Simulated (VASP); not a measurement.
Level of theory: PBEsol GGA, VASP's PBE PAW potentials (set 64) (plane waves; VASP 6.6.1).

A VASP calculation is set up with these files.

INCAR:
```
! general
SYSTEM =Re
PREC   =Accurate
ENCUT  =400
LREAL  =.FALSE.   ! projection in real space or not
LASPH  =.TRUE.

! electronic loop
EDIFF  =1E-6   ! SCF stop (eV)
NELM   =100   ! most electronic steps
ALGO   =Normal   ! blocked Davidson
LMAXMIX=6   ! l cut-off of mixed one-centre charges

! smearing
ISMEAR =1
SIGMA  =0.1   ! width (eV)

! functional
GGA    =PS   ! PBEsol

! ions
IBRION =2   ! conjugate gradients
NSW    =60   ! most ionic steps
ISIF   =3   ! ions, shape and volume
EDIFFG =-0.01   ! ionic stop

! output
LWAVE  =.FALSE.
LCHARG =.FALSE.
```

### POSCAR
```
Re
1
    0.0000000000     1.9444200000     1.9444200000
    1.9444200000     0.0000000000     1.9444200000
    1.9444200000     1.9444200000     0.0000000000
Re
1
Direct
  0.0000000000   0.0000000000   0.0000000000
```

File KPOINTS:
```
Regular mesh
0
G
14 14 14
```

POTCAR, in this order: Re (PBE.64 set). Program: vasp_std.

The resulting files:

### OSZICAR
```
       N       E                     dE             d eps       ncg     rms          rms(c)
DAV:   1    -0.282982156606E+01   -0.28298E+01   -0.32247E+03  2394   0.986E+02
DAV:   2    -0.136742589748E+02   -0.10844E+02   -0.10370E+02  1526   0.893E+01
DAV:   3    -0.140545622042E+02   -0.38030E+00   -0.37890E+00  2702   0.219E+01
DAV:   4    -0.140549172669E+02   -0.35506E-03   -0.35507E-03  1554   0.679E-01
DAV:   5    -0.140549223346E+02   -0.50677E-05   -0.50672E-05  2807   0.157E-01    0.315E+01
DAV:   6    -0.134918259601E+02    0.56310E+00   -0.58392E-01  2520   0.247E+01    0.130E+01
DAV:   7    -0.132995544206E+02    0.19227E+00   -0.43378E-01  2541   0.205E+01    0.658E-01
DAV:   8    -0.132941689382E+02    0.53855E-02   -0.19851E-03  1932   0.448E-01    0.117E-01
DAV:   9    -0.132935799530E+02    0.58899E-03   -0.39900E-04  2156   0.208E-01    0.302E-02
DAV:  10    -0.132935787750E+02    0.11780E-05   -0.26940E-05  1953   0.780E-02    0.317E-03
DAV:  11    -0.132935790305E+02   -0.25550E-06   -0.47839E-07  1449   0.155E-02
   1 F= -.13293579E+02 E0= -.13293278E+02  d E =-.132936E+02
       N       E                     dE             d eps       ncg     rms          rms(c)
DAV:   1    -0.132958007883E+02   -0.22220E-02   -0.28027E+00  1456   0.118E+02    0.515E+00
DAV:   2    -0.132805650252E+02    0.15236E-01   -0.23331E-02  2184   0.524E+00    0.186E+00
DAV:   3    -0.132764718943E+02    0.40931E-02   -0.11379E-02  2338   0.389E+00    0.224E-01
DAV:   4    -0.132765500680E+02   -0.78174E-04   -0.16052E-04  1694   0.311E-01    0.808E-02
DAV:   5    -0.132765811254E+02   -0.31057E-04   -0.96096E-05  1988   0.283E-01    0.824E-03
DAV:   6    -0.132765807059E+02    0.41954E-06   -0.19227E-06  1498   0.142E-02
   2 F= -.13276581E+02 E0= -.13276543E+02  d E =0.169983E-01
       N       E                     dE             d eps       ncg     rms          rms(c)
DAV:   1    -0.133072364999E+02   -0.30655E-01   -0.15139E+00  1463   0.814E+01    0.402E+00
DAV:   2    -0.132971338087E+02    0.10103E-01   -0.15920E-02  2191   0.427E+00    0.151E+00
DAV:   3    -0.134739614169E+02   -0.17683E+00   -0.13200E+00  2303   0.316E+00    0.156E-01
DAV:   4    -0.132945543418E+02    0.17941E+00   -0.29083E+00  1764   0.913E-01    0.326E-02
DAV:   5    -0.132945729350E+02   -0.18593E-04   -0.12043E-04  2149   0.359E-01    0.446E-02
DAV:   6    -0.132945773551E+02   -0.44201E-05   -0.34215E-06  1722   0.356E-02    0.998E-03
DAV:   7    -0.132945765935E+02    0.76168E-06   -0.15113E-06   882   0.703E-02
   3 F= -.13294577E+02 E0= -.13294318E+02  d E =-.997563E-03
```

File OUTCAR:
```
------------------------ aborting loop because EDIFF is reached ----------------------------------------
  FORCE on cell =-STRESS in cart. coord.  units (eV):
  Direction    XX          YY          ZZ          XY          YZ          ZX
  --------------------------------------------------------------------------------------
  Total        0.0048119      0.0048119      0.0048119      0.0000000     -0.0000000      0.0000000
  in kB        0.5282273      0.5282273      0.5282273      0.0000000     -0.0000000      0.0000000
  external PRESSURE =       0.5282273 kB  Pullay stress =       0.0000000 kB
  volume of cell :       14.60
      direct lattice vectors                 reciprocal lattice vectors
    -0.000000000  1.939657861  1.939657861    -0.257777421  0.257777421  0.257777421
     1.939657861  0.000000000  1.939657861     0.257777421 -0.257777421  0.257777421
     1.939657861  1.939657861  0.000000000     0.257777421  0.257777421 -0.257777421
 POSITION                                       TOTAL-FORCE (eV/Angst)
 -----------------------------------------------------------------------------------
      0.00000      0.00000      0.00000         0.000000     -0.000000      0.000000
 -----------------------------------------------------------------------------------
    total drift:                               -0.000000      0.000000      0.000000
  FREE ENERGIE OF THE ION-ELECTRON SYSTEM (eV)
  ---------------------------------------------------
  free  energy   TOTEN  =       -13.2945765935 eV

  energy  without entropy=      -13.2938010263  energy(sigma->0) =      -13.29431807

 reached required accuracy - stopping structural energy minimisation
```
(Selected blocks of OUTCAR.)

CONTCAR:
```
Re
   1.00000000000000
    -0.0000000000000000    1.9396578607546258    1.9396578607546258
     1.9396578607546258    0.0000000000000000    1.9396578607546258
     1.9396578607546258    1.9396578607546258    0.0000000000000000
  Re
     1
Direct
     0.0000000000000000    0.0000000000000000    0.0000000000000000
```

The structure was generated: Re was put into the fcc type (Fm-3m), which need not be its known phase. This run relaxes it. Symmetry was kept, so distortions that lower it aren't found.
